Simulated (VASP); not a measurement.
Output of a VASP run:

### OUTCAR
```
 ion  position               nearest neighbor table
   1  0.000  0.000  0.000-   3 2.10   6 2.10   5 2.13   4 2.13   4 2.13   5 2.13
   2  0.500  0.500  0.500-   4 2.10   5 2.10   3 2.13   6 2.13   3 2.13   6 2.13
   3  0.305  0.305  0.000-   1 2.10   2 2.13   2 2.13
   4  0.805  0.195  0.500-   2 2.10   1 2.13   1 2.13
   5  0.195  0.805  0.500-   2 2.10   1 2.13   1 2.13
   6  0.695  0.695  0.000-   1 2.10   2 2.13   2 2.13
  LATTYP: Found a simple tetragonal cell.
 ALAT       =     4.8615374898
 C/A-ratio  =     0.6789721042
 Subroutine PRICEL returns:
 Original cell was already a primitive cell.
 Subroutine GETGRP returns: Found 16 space group operations
The static configuration has the point symmetry D_2h.
 The point group associated with its full space group is D_4h.
The dynamic configuration has the point symmetry D_2h.
The overall configuration has the point symmetry D_2h.
 Subroutine INISYM returns: Found 16 space group operations
 Subroutine IBZKPT returns following result:
 Found     24 irreducible k-points:

 Following reciprocal coordinates:
            Coordinates               Weight
  0.000000  0.000000  0.000000      1.000000
  0.250000  0.000000  0.000000      4.000000
  0.500000  0.000000  0.000000      2.000000
  0.250000  0.250000  0.000000      4.000000
  0.500000  0.250000  0.000000      4.000000
  0.500000  0.500000  0.000000      1.000000
  0.000000  0.000000  0.166667      2.000000
  0.250000  0.000000  0.166667      8.000000
  0.500000  0.000000  0.166667      4.000000
  0.250000  0.250000  0.166667      8.000000
  0.500000  0.250000  0.166667      8.000000
  0.500000  0.500000  0.166667      2.000000
  0.000000  0.000000  0.333333      2.000000
  0.250000  0.000000  0.333333      8.000000
  0.500000  0.000000  0.333333      4.000000
  0.250000  0.250000  0.333333      8.000000
  0.500000  0.250000  0.333333      8.000000
  0.500000  0.500000  0.333333      2.000000
  0.000000  0.000000  0.500000      1.000000
  0.250000  0.000000  0.500000      4.000000
  0.500000  0.000000  0.500000      2.000000
  0.250000  0.250000  0.500000      4.000000
  0.500000  0.250000  0.500000      4.000000
  0.500000  0.500000  0.500000      1.000000
   k-points           NKPTS =     24   k-points in BZ     NKDIM =     24   number of bands    NBANDS=     37
   number of dos      NEDOS =    301   number of ions     NIONS =      6
   total plane-waves  NPLWV =  36288
   dimension x,y,z NGX =    36 NGY =   36 NGZ =   28
   dimension x,y,z NGXF=    72 NGYF=   72 NGZF=   56
   ions per type =               2   4
   PREC   = accura    normal or accurate (medium, high low for compatibility)
   ISTART =      0    job   : 0-new  1-cont  2-samecut
   ICHARG =      2    charge: 1-file 2-atom 10-const
   ISPIN  =      2    spin polarized calculation?
   LNONCOLLINEAR =      F non collinear calculations
   LSORBIT =      F    spin-orbit coupling
   INIWAV =      1    electr: 0-lowe 1-rand  2-diag
   ENCUT  =  520.0 eV  38.22 Ry    6.18 a.u.   9.04  9.04  6.14*2*pi/ulx,y,z
   NELM   =    100;   NELMIN=  2; NELMDL= -5     # of ELM steps
   EDIFF  = 0.1E-05   stopping-criterion for ELM
   LREAL  =      F    real-space projection
   NLSPLINE    = F    spline interpolate recip. space projectors
   LMAXMIX     =    4 max onsite mixed and CHGCAR
   VOSKOWN=      0    Vosko Wilk Nusair interpolation
   EDIFFG = -.2E-01   stopping-criterion for IOM
   NSW    =     60    number of steps for IOM
   NBLOCK =      1;   KBLOCK =     60    inner block; outer block
   IBRION =      2    ionic relax: 0-MD 1-quasi-New 2-CG
   NFREE  =      1    steps in history (QN), initial steepest desc. (CG)
   ISIF   =      3    stress and relaxation
   ISYM   =      2    0-nonsym 1-usesym 2-fastsym
   TEIN   =    0.0    initial temperature
   TEBEG  =    0.0;   TEEND  =   0.0 temperature during run
   SMASS  =  -3.00    Nose mass-parameter (am)
   PSTRESS=    0.0 pullay stress
   NELECT =      54.0000    total number of electrons
   EFERMI =   0.00;   METHOD = LEGACY
...
```

File OSZICAR:
```
       N       E                     dE             d eps       ncg     rms          rms(c)
DAV:   1     0.688018485365E+03    0.68802E+03   -0.31123E+04  3624   0.169E+03
DAV:   2    -0.884097567408E+01   -0.69686E+03   -0.65374E+03  3833   0.502E+02
DAV:   3    -0.750657906404E+02   -0.66225E+02   -0.65452E+02  3915   0.168E+02
DAV:   4    -0.762732437131E+02   -0.12075E+01   -0.12049E+01  3947   0.247E+01
DAV:   5    -0.762889473015E+02   -0.15704E-01   -0.15702E-01  3871   0.293E+00    0.194E+01
DAV:   6    -0.632175180454E+02    0.13071E+02   -0.15027E+01  4023   0.345E+01    0.180E+01
DAV:   7    -0.581796602726E+02    0.50379E+01   -0.25820E+00  3597   0.124E+01    0.128E+01
DAV:   8    -0.619499616390E+02   -0.37703E+01   -0.19967E+00  3697   0.106E+01    0.538E+00
DAV:   9    -0.588123508109E+02    0.31376E+01   -0.10650E+00  3667   0.656E+00    0.265E+00
DAV:  10    -0.593382312566E+02   -0.52588E+00   -0.47370E-01  3577   0.469E+00    0.492E-01
DAV:  11    -0.593661846249E+02   -0.27953E-01   -0.20978E-02  3787   0.106E+00    0.176E-01
DAV:  12    -0.593493743726E+02    0.16810E-01   -0.92589E-03  3682   0.754E-01    0.106E-01
DAV:  13    -0.593686760869E+02   -0.19302E-01   -0.84337E-03  3612   0.680E-01    0.652E-02
DAV:  14    -0.593689283857E+02   -0.25230E-03   -0.15400E-04  3872   0.106E-01    0.175E-02
DAV:  15    -0.593689551997E+02   -0.26814E-04   -0.19662E-05  3788   0.346E-02    0.111E-02
DAV:  16    -0.593689542703E+02    0.92942E-06   -0.29687E-06  3025   0.148E-02
   1 F= -.59368954E+02 E0= -.59368954E+02  d E =-.593690E+02  mag=    10.0000
       N       E                     dE             d eps       ncg     rms          rms(c)
DAV:   1    -0.594460370577E+02   -0.77082E-01   -0.16336E+00  3805   0.112E+01    0.244E+00
DAV:   2    -0.593742684925E+02    0.71769E-01   -0.18575E-01  3822   0.310E+00    0.147E+00
DAV:   3    -0.593713508967E+02    0.29176E-02   -0.19422E-02  3777   0.119E+00    0.546E-01
DAV:   4    -0.593707175495E+02    0.63335E-03   -0.18470E-03  3686   0.339E-01    0.383E-01
DAV:   5    -0.593702485082E+02    0.46904E-03   -0.40292E-04  3755   0.161E-01    0.125E-01
DAV:   6    -0.593704555626E+02   -0.20705E-03   -0.69150E-05  3831   0.862E-02    0.175E-02
DAV:   7    -0.593704727447E+02   -0.17182E-04   -0.12012E-05  3717   0.280E-02    0.969E-03
DAV:   8    -0.593704733153E+02   -0.57054E-06   -0.18616E-06  3054   0.117E-02
   2 F= -.59370473E+02 E0= -.59370473E+02  d E =-.151904E-02  mag=    10.0000
       N       E                     dE             d eps       ncg     rms          rms(c)
DAV:   1    -0.593770572281E+02   -0.65845E-02   -0.13735E-01  3805   0.324E+00    0.707E-01
DAV:   2    -0.593709640879E+02    0.60931E-02   -0.15848E-02  3822   0.908E-01    0.421E-01
DAV:   3    -0.593708595531E+02    0.10453E-03   -0.16975E-03  3777   0.348E-01    0.157E-01
DAV:   4    -0.593707924417E+02    0.67111E-04   -0.14462E-04  3681   0.943E-02    0.108E-01
DAV:   5    -0.593707196740E+02    0.72768E-04   -0.34075E-05  3783   0.467E-02    0.350E-02
DAV:   6    -0.593707249735E+02   -0.52995E-05   -0.60559E-06  3746   0.250E-02    0.498E-03
DAV:   7    -0.593707268465E+02   -0.18730E-05   -0.94694E-07  2560   0.802E-03    0.273E-03
DAV:   8    -0.593707268450E+02    0.15389E-08   -0.22561E-07  2056   0.393E-03
   3 F= -.59370727E+02 E0= -.59370727E+02  d E =-.177257E-02  mag=    10.0000
```

**OUTCAR**
```
------------------------ aborting loop because EDIFF is reached ----------------------------------------
  FORCE on cell =-STRESS in cart. coord.  units (eV):
  Direction    XX          YY          ZZ          XY          YZ          ZX
  --------------------------------------------------------------------------------------
  Total        0.0104697      0.0104697      0.0684856      0.0000000      0.0000000      0.0000000
  in kB        0.2133551      0.2133551      1.3956171      0.0000000      0.0000000      0.0000000
  external PRESSURE =       0.6074424 kB  Pullay stress =       0.0000000 kB
  volume of cell :       78.62
      direct lattice vectors                 reciprocal lattice vectors
     4.872258864  0.000000000  0.000000000     0.205243610  0.000000000  0.000000000
    -0.000000000  4.872258864  0.000000000     0.000000000  0.205243610  0.000000000
     0.000000000  0.000000000  3.311945215     0.000000000  0.000000000  0.301937362
 POSITION                                       TOTAL-FORCE (eV/Angst)
 -----------------------------------------------------------------------------------
      0.00000      0.00000      0.00000        -0.000000      0.000000      0.000000
      2.43613      2.43613      1.65597        -0.000000      0.000000      0.000000
      1.48598      1.48598      0.00000        -0.001698     -0.001698     -0.000000
      3.92210      0.95015      1.65597        -0.001698      0.001698      0.000000
      0.95015      3.92210      1.65597         0.001698     -0.001698      0.000000
      3.38628      3.38628      0.00000         0.001698      0.001698      0.000000
 -----------------------------------------------------------------------------------
    total drift:                                0.000000      0.000000      0.000000
  FREE ENERGIE OF THE ION-ELECTRON SYSTEM (eV)
  ---------------------------------------------------
  free  energy   TOTEN  =       -59.3707268450 eV

  energy  without entropy=      -59.3707268450  energy(sigma->0) =      -59.37072684

 total charge

# of ion       s       p       d       tot
------------------------------------------
    1        0.161   6.136   4.940  11.237
    2        0.161   6.136   4.940  11.237
    3        1.738   4.398   0.000   6.136
    4        1.738   4.398   0.000   6.136
    5        1.738   4.398   0.000   6.136
    6        1.738   4.398   0.000   6.136
--------------------------------------------------
tot          7.274  29.864   9.880  47.018

 magnetization (x)

# of ion       s       p       d       tot
------------------------------------------
    1        0.021   0.019   4.596   4.636
    2        0.021   0.019   4.596   4.636
    3        0.009   0.070   0.000   0.079
    4        0.009   0.070   0.000   0.079
    5        0.009   0.070   0.000   0.079
    6        0.009   0.070   0.000   0.079
--------------------------------------------------
tot          0.077   0.319   9.192   9.588

 reached required accuracy - stopping structural energy minimisation
```
(Selected blocks of OUTCAR.)

File POSCAR:
```
MnF2
1
    4.8615374898     0.0000000000     0.0000000000
    0.0000000000     4.8615374898     0.0000000000
    0.0000000000     0.0000000000     3.3008483392
Mn F
2 4
Direct
  0.0000000000   0.0000000000   0.0000000000
  0.5000000000   0.5000000000   0.5000000000
  0.3050815049   0.3050815049   1.0000000000
  0.8050815049   0.1949184951   0.5000000000
  0.1949184951   0.8050815049   0.5000000000
  0.6949184951   0.6949184951   0.0000000000
```

Q: Write an INCAR and KPOINTS that could have produced this output.

A: One answer among several that fit: the input of the run itself, r2SCAN meta-GGA, plane waves, VASP's PBE PAW potentials (set 64).

### INCAR
```
SYSTEM = MnF2
PREC = Accurate; ENCUT = 520; LREAL = F
LASPH = T
EDIFF = 1E-6; NELM = 100; ALGO = Normal
LMAXMIX = 4; LMIXTAU = T
ISMEAR = 0; SIGMA = 0.05
METAGGA = R2SCAN
MAGMOM = 2*5.0 4*0.0
ISPIN = 2
IBRION = 2; NSW = 60; ISIF = 3
EDIFFG = -0.02
LWAVE = F; LCHARG = F; LORBIT = 10
```

**KPOINTS**
```
Automatic mesh
0
Gamma
4 4 6
0 0 0
```

POTCAR, in this order: Mn_pv F (PBE.64 set). Program: vasp_std.

The moments were started parallel, and other spin orders were not tried in this run.

The compound is MnF2 in the rutile structure. This run relaxes it. Symmetry was kept, so distortions that lower it aren't found. The start is the result of an earlier pass.
